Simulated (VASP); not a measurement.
# TiPd (P4/mmm) in VASP: notebook

One crystal, TiPd, is run at these levels: LDA; tasks: single point.

Program: VASP 6.6.1. These are calculated values, not measurements. Logs are shortened: lines on timing, memory, paths and dates and some standing lists are left out, and cuts for length are marked.

## (1) The crystal as given

It takes space group P4/mmm (No. 123, tetragonal). Conventional cell: a = 2.861 Å, b = 2.861 Å, c = 3.929 Å, α = 90.00°, β = 90.00°, γ = 90.00°. Ti (site symmetry 4/mmm) has 8 Pd at 2.82 Å and 4 Ti at 2.86 Å as nearest neighbours. Around Pd (site symmetry 4/mmm) lie 8 Ti at 2.82 Å and 4 Pd at 2.86 Å.

The cell comes from a database or a generator and needn't be the stable form of this composition.

## (2) Single point, LDA

Input file INCAR:

```
SYSTEM = TiPd
ALGO     = Normal         ! electronic algorithm
EDIFF    = 1E-6           ! SCF threshold, eV
ENCUT    = 520            ! plane-wave cutoff, eV
ISIF     = 2              ! what is computed and relaxed
ISMEAR   = -1             ! smearing method
LASPH    = .True.         ! aspherical terms in the spheres
LCHARG   = .False.        ! write CHGCAR
LREAL    = .False.        ! projectors in reciprocal space
LWAVE    = .False.        ! write WAVECAR
NBANDS   = 18             ! bands
NELM     = 100            ! most SCF steps
PREC     = Accurate       ! precision mode
SIGMA    = 0.05           ! smearing width, eV
```

Input file KPOINTS:

```
k-points
0
Gamma
  8 8 6
  0 0 0
```

Input file POSCAR:

```
TiPd
1.0
    2.8608599731      0.0000000000      0.0000000000
    0.0000000000      2.8608599731      0.0000000000
    0.0000000000      0.0000000000      3.9291484459
Ti Pd
1 1
Direct
    0.0000000000      0.0000000000      0.0000000000
    0.5000000000      0.5000000000      0.5000000000
```

Potentials or basis: VASP PAW LDA potentials, release 64 (Ti_sv, Pd).

Command:

```bash
$ cat potpaw_LDA.64/Ti_sv/POTCAR potpaw_LDA.64/Pd/POTCAR > POTCAR
$ mpirun -np 1 vasp_std > vasp.out
```

OUTCAR:

```text
SYSTEM = TiPd
   EDIFF = 1E-6
   ENCUT = 520
   ISIF = 2
   ISMEAR = -1
   LASPH = .True.
   LREAL = .False.
   NELM = 100
   PREC = Accurate

 ion  position               nearest neighbor table
   1  0.000  0.000  0.000-   2 2.82   2 2.82   2 2.82   2 2.82   2 2.82   2 2.82   2 2.82   2 2.82

   2  0.500  0.500  0.500-   1 2.82   1 2.82   1 2.82   1 2.82   1 2.82   1 2.82   1 2.82   1 2.82

  LATTYP: Found a simple tetragonal cell.
 ALAT       =     2.8608599731
 C/A-ratio  =     1.3734151559

  Lattice vectors:

 A1 = (   2.8608599731,   0.0000000000,   0.0000000000)
 A2 = (   0.0000000000,   2.8608599731,   0.0000000000)
 A3 = (   0.0000000000,   0.0000000000,   3.9291484459)

Analysis of symmetry for initial positions (statically):
=====================================================================
 Subroutine PRICEL returns:
 Original cell was already a primitive cell.

 Routine SETGRP: Setting up the symmetry group for a
 simple tetragonal supercell.

 Subroutine GETGRP returns: Found 16 space group operations
 (whereof 16 operations were pure point group operations)
 out of a pool of 16 trial point group operations.

The static configuration has the point symmetry D_4h.

Analysis of symmetry for dynamics (positions and initial velocities):
=====================================================================
 Subroutine PRICEL returns:
 Original cell was already a primitive cell.

 Routine SETGRP: Setting up the symmetry group for a
 simple tetragonal supercell.

 Subroutine GETGRP returns: Found 16 space group operations
 (whereof 16 operations were pure point group operations)
 out of a pool of 16 trial point group operations.

The dynamic configuration has the point symmetry D_4h.

 Subroutine INISYM returns: Found 16 space group operations
 (whereof 16 operations are pure point group operations),
 and found     1 'primitive' translations

----------------------------------------------------------------------------------------

                                     Primitive cell

  volume of cell :      32.1582

  direct lattice vectors                    reciprocal lattice vectors
     2.860859973  0.000000000  0.000000000     0.349545245  0.000000000  0.000000000
     0.000000000  2.860859973  0.000000000     0.000000000  0.349545245  0.000000000
     0.000000000  0.000000000  3.929148446     0.000000000  0.000000000  0.254508073

  length of vectors
     2.860859973  2.860859973  3.929148446     0.349545245  0.349545245  0.254508073

  position of ions in fractional coordinates (direct lattice)
     0.000000000  0.000000000  0.000000000
     0.500000000  0.500000000  0.500000000

  ion indices of the primitive-cell ions
   primitive index   ion index
                 1           1
                 2           2

----------------------------------------------------------------------------------------

 KPOINTS: k-points

Automatic generation of k-mesh.
 Grid dimensions read from file:
 generate k-points for:    8    8    6

 Generating k-lattice:

  Cartesian coordinates                     Fractional coordinates (reciprocal lattice)
     0.043693156  0.000000000  0.000000000     0.125000000  0.000000000  0.000000000
     0.000000000  0.043693156  0.000000000     0.000000000  0.125000000  0.000000000
     0.000000000  0.000000000  0.042418012     0.000000000  0.000000000  0.166666667

  Length of vectors
     0.043693156  0.043693156  0.042418012

  Shift w.r.t. Gamma in fractional coordinates (k-lattice)
     0.000000000  0.000000000  0.000000000

 Subroutine IBZKPT returns following result:
 ===========================================

 Found     60 irreducible k-points:

 Following reciprocal coordinates:
            Coordinates               Weight
  0.000000  0.000000  0.000000      1.000000
  0.125000  0.000000  0.000000      4.000000
  0.250000  0.000000  0.000000      4.000000
  0.375000  0.000000  0.000000      4.000000
  0.500000  0.000000  0.000000      2.000000
  0.125000  0.125000  0.000000      4.000000
[... 16 lines left out ...]
  0.375000  0.125000  0.166667     16.000000
  0.500000  0.125000  0.166667      8.000000
 [... further k-points ...]
   k-points           NKPTS =     60   k-points in BZ     NKDIM =     60   number of bands    NBANDS=     18
   number of dos      NEDOS =    301   number of ions     NIONS =      2
   total plane-waves  NPLWV =  17280
   dimension x,y,z NGX =    24 NGY =   24 NGZ =   30
   dimension x,y,z NGXF=    48 NGYF=   48 NGZF=   60
   ions per type =               1   1
   NGX,Y,Z   is equivalent  to a cutoff of  13.95, 13.95, 12.69 a.u.
   NGXF,Y,Z  is equivalent  to a cutoff of  27.89, 27.89, 25.39 a.u.
 SYSTEM =  TiPd
   PREC   = accura    normal or accurate (medium, high low for compatibility)
   ISTART =      0    job   : 0-new  1-cont  2-samecut
   ICHARG =      2    charge: 1-file 2-atom 10-const
   ISPIN  =      1    spin polarized calculation?
   LNONCOLLINEAR =      F non collinear calculations
   LSORBIT =      F    spin-orbit coupling
   LASPH  =      T    aspherical Exc in radial PAW
   ENCUT  =  520.0 eV  38.22 Ry    6.18 a.u.   5.32  5.32  7.31*2*pi/ulx,y,z
   NELM   =    100;   NELMIN=  2; NELMDL= -5     # of ELM steps
   EDIFF  = 0.1E-05   stopping-criterion for ELM
   LREAL  =      F    real-space projection
   EDIFFG = 0.1E-04   stopping-criterion for IOM
   NSW    =      0    number of steps for IOM
   IBRION =     -1    ionic relax: 0-MD 1-quasi-New 2-CG
   NFREE  =      0    steps in history (QN), initial steepest desc. (CG)
   ISIF   =      2    stress and relaxation
   ISYM   =      2    0-nonsym 1-usesym 2-fastsym
   POTIM  = 0.5000    time-step for ionic-motion
   TEBEG  =    0.0;   TEEND  =   0.0 temperature during run
   PSTRESS=    0.0 pullay stress
   NELECT =      22.0000    total number of electrons
   NUPDOWN=      -1.0000    fix difference up-down
   EMIN   =  10.00;   EMAX   =-10.00  energy-range for DOS
   EFERMI =   0.00;   METHOD = LEGACY
   ISMEAR =    -1;   SIGMA  =   0.05  broadening in eV -4-tet -1-fermi 0-gaus
   EFERMI_NEDOS =   21; number of points for ismear=-14 and -15
   IALGO  =     38    algorithm
   IMIX   =      4    mixing-type and parameters
     AMIX     =   0.40;   BMIX     =  1.00
     AMIX_MAG =   1.60;   BMIX_MAG =  1.00
  volume/ion in A,a.u.               =      16.08       108.51
  Fermi-wavevector in a.u.,A,eV,Ry     =   1.442509  2.725947 28.311438  2.080832
  Thomas-Fermi vector in A             =   2.561021
   LORBIT       =      0    0 simple, 1 ext, 2 COOP (PROOUT), +10 PAW based schemes
   GGA     = CA    functional components
   LHFCALC =     F    Hartree Fock is set to
   AEXX    =    0.0000 exact exchange contribution
   IVDW    =     0    specifies the selected vdW correction
   LEPSILON=     F    determine dielectric tensor
   LRPA    =     F    only Hartree local field effects (RPA)
 non-spin polarized calculation
  energy-cutoff  :      520.00
  volume of cell :       32.16
 maximum number of plane-waves:       880
 NGX is ok and might be reduce to    24
   NGX = 11   NGY = 11   NGZ = 15

 number of electron      21.9999999 magnetization

 Free energy of the ion-electron system (eV)
  ---------------------------------------------------
  ext. energy  EPLUGINS =         0.00000000
  ---------------------------------------------------
  free energy    TOTEN  =       -16.04537903 eV

  energy without entropy =      -16.02201908  energy(sigma->0) =      -16.03369906

 E-fermi :   9.1567     XC(G=0): -12.5870

 val. band max:        9.1525475780   @ k =   0.3750   0.1250   0.0000
 cond. band min:       9.1609204767   @ k =   0.3750   0.1250   0.0000
 fundamental gap:      0.0083728987
 Fermi energy:         9.1567187581

 k-point     1 :       0.0000    0.0000    0.0000
  band No.  band energies     occupation
      1     -47.2993      2.00000
      2     -23.9777      2.00000
      3     -23.6595      2.00000
      4     -23.6595      2.00000
      5       2.1092      2.00000
      6       4.1165      2.00000
[... 10 lines left out ...]
     17      19.6970      0.00000
     18      20.7119      0.00000

 k-point     2 :       0.1250    0.0000    0.0000
  band No.  band energies     occupation
      1     -47.2917      2.00000
      2     -23.9717      2.00000
      3     -23.7233      2.00000
      4     -23.6542      2.00000
      5       2.4546      2.00000
      6       4.2784      2.00000
[... 10 lines left out ...]
     17      19.0550      0.00000
     18      19.6962      0.00000

 k-point     3 :       0.2500    0.0000    0.0000
  band No.  band energies     occupation
      1     -47.2733      2.00000
      2     -23.9572      2.00000
      3     -23.8755      2.00000
      4     -23.6414      2.00000
      5       3.3709      2.00000
      6       4.6041      2.00000
[... 10 lines left out ...]
     17      16.3559      0.00000
     18      19.6329      0.00000

 k-point     4 :       0.3750    0.0000    0.0000
  band No.  band energies     occupation
      1     -47.2549      2.00000
      2     -24.0248      2.00000
      3     -23.9426      2.00000
      4     -23.6286      2.00000
      5       4.3721      2.00000
      6       5.0446      2.00000
[... 375 lines left out ...]
      4     -23.7031      2.00000
      5       3.8633      2.00000
      6       4.8836      2.00000
[... 10 lines left out ...]
     17      17.3087      0.00000
     18      21.3796      0.00000

 k-point    23 :       0.3750    0.1250    0.1667
  band No.  band energies     occupation
      1     -47.2475      2.00000
      2     -24.0151      2.00000
      3     -23.9387      2.00000
      4     -23.6889      2.00000
      5       4.5509      2.00000
      6       5.0344      2.00000
[... 10 lines left out ...]
     17      16.7751      0.00000
     18      20.9762      0.00000

 k-point    24 :       0.5000    0.1250    0.1667
  band No.  band energies     occupation
      1     -47.2400      2.00000
      2     -24.0753      2.00000
      3     -23.9320      2.00000
      4     -23.6830      2.00000
      5       4.7449      2.00000
      6       4.9755      2.00000
[... 10 lines left out ...]
     17      18.1782      0.00000
     18      19.0739      0.00000

 [... further k-points ...]
[... 5 lines left out ...]
  --------------------------------------------------------------------------------------
  -------------------------------------------------------------------------------------
  Total       -2.9250395     -2.9250395     -3.2804149      0.0000000     -0.0000000      0.0000000
  in kB     -145.7305765   -145.7305765   -163.4359965      0.0000000     -0.0000000      0.0000000
  external PRESSURE =    -151.6323832 kB  Pullay stress =       0.0000000 kB

 VOLUME and BASIS-vectors are now :
 -----------------------------------------------------------------------------
  energy-cutoff  :      520.00
  volume of cell :       32.16
      direct lattice vectors                 reciprocal lattice vectors
     2.860859973  0.000000000  0.000000000     0.349545245  0.000000000  0.000000000
     0.000000000  2.860859973  0.000000000     0.000000000  0.349545245  0.000000000
     0.000000000  0.000000000  3.929148446     0.000000000  0.000000000  0.254508073

 POSITION                                       TOTAL-FORCE (eV/Angst)
 -----------------------------------------------------------------------------------
      0.00000      0.00000      0.00000         0.000000      0.000000      0.000000
      1.43043      1.43043      1.96457         0.000000      0.000000      0.000000
 -----------------------------------------------------------------------------------
    total drift:                                0.000000      0.000000     -0.000000

  FREE ENERGIE OF THE ION-ELECTRON SYSTEM (eV)
  ---------------------------------------------------
  free  energy   TOTEN  =       -16.0453790342 eV

  energy  without entropy=      -16.0220190783  energy(sigma->0) =      -16.03369906
```

Run time: 13 s. Hardware: 1 thread of Intel Xeon 6975P-C (Granite Rapids), shared host; peak memory 0.15 GiB.

Results:

| Quantity | Value |
| --- | --- |
| Free energy | -16.0454 eV |
| Pressure | -15.2 GPa |
| Band gap on the k mesh | none (metal or under the smearing width) |

Levels at points of the mesh, in eV from the Fermi level:
| k point | band 9 | band 10 | band 11 | band 12 | band 13 | band 14 |
| --- | --- | --- | --- | --- | --- | --- |
| (0.00, 0.00, 0.00) | -2.78 | -1.78 | -0.46 | 0.55 | 2.52 | 2.52 |
| (0.50, 0.00, 0.00) | -2.58 | -2.30 | -0.77 | -0.45 | 1.06 | 1.27 |
| (0.50, 0.50, 0.00) | -0.89 | 0.36 | 2.11 | 2.11 | 2.37 | 2.44 |
| (0.00, 0.00, 0.50) | -2.53 | -2.53 | -1.72 | -1.01 | 0.96 | 1.58 |
| (0.50, 0.00, 0.50) | -2.73 | -0.06 | 0.01 | 0.31 | 0.50 | 2.02 |
| (0.50, 0.50, 0.50) | -2.05 | -0.99 | -0.99 | -0.89 | 1.88 | 3.57 |

Caveat: so large a pressure means that the cell lies far from this level's equilibrium, or that cutoff or potentials fall short.

## (3) Single point, LDA

This run uses another cell than the first one, of 16.84 Å³/atom, 1.048 times its volume.

Input file INCAR:

```
  ALGO = Normal
  EDIFF = 1E-6
  ENCUT = 520
  ISIF = 2
  ISMEAR = -1
  LASPH = T
  LCHARG = F
  LREAL = F
  LWAVE = F
  NBANDS = 18
  NELM = 100
  PREC = Accurate
  SIGMA = 0.05
```

Input file KPOINTS:

```
k-points
0
Gamma
  8 8 6
```

Input file POSCAR:

```
TiPd
1.0
    2.9055681315      0.0000000000      0.0000000000
    0.0000000000      2.9055681315      0.0000000000
    0.0000000000      0.0000000000      3.9905513082
Ti Pd
1 1
Direct
    0.0000000000      0.0000000000      0.0000000000
    0.5000000000      0.5000000000      0.5000000000
```

Potentials or basis: VASP PAW LDA potentials, release 64 (Ti_sv, Pd).

Command:

```bash
$ cat potpaw_LDA.64/Ti_sv/POTCAR potpaw_LDA.64/Pd/POTCAR > POTCAR
$ mpirun -np 1 vasp_std > vasp.out
```

Wall time 17 s (1 thread of Intel Xeon 6975P-C (Granite Rapids), shared host); peak memory 0.15 GiB.

It converged, with:

```yaml
Free_energy: -15.8776 eV
Pressure: -19.9 GPa
Band_gap_on_the_k_mesh: none (metal or under the smearing width)
```

Stress tensor (GPa, compression positive):
```
-19.11   0.00   0.00
  0.00 -19.11   0.00
  0.00   0.00 -21.41
```

Levels at points of the mesh, in eV from the Fermi level:
```csv
k point,band 9,band 10,band 11,band 12,band 13,band 14
"(0.00, 0.00, 0.00)",-2.64,-1.70,-0.42,0.51,2.36,2.36
"(0.50, 0.00, 0.00)",-2.47,-2.19,-0.70,-0.39,0.95,1.21
"(0.50, 0.50, 0.00)",-0.88,0.32,1.97,1.97,2.22,2.36
"(0.00, 0.00, 0.50)",-2.41,-2.41,-1.65,-0.93,0.92,1.50
"(0.50, 0.00, 0.50)",-2.59,-0.06,-0.02,0.34,0.46,1.90
"(0.50, 0.50, 0.50)",-1.90,-0.91,-0.91,-0.88,1.78,3.35
```

Caveat: so large a pressure means that the cell lies far from this level's equilibrium, or that cutoff or potentials fall short.
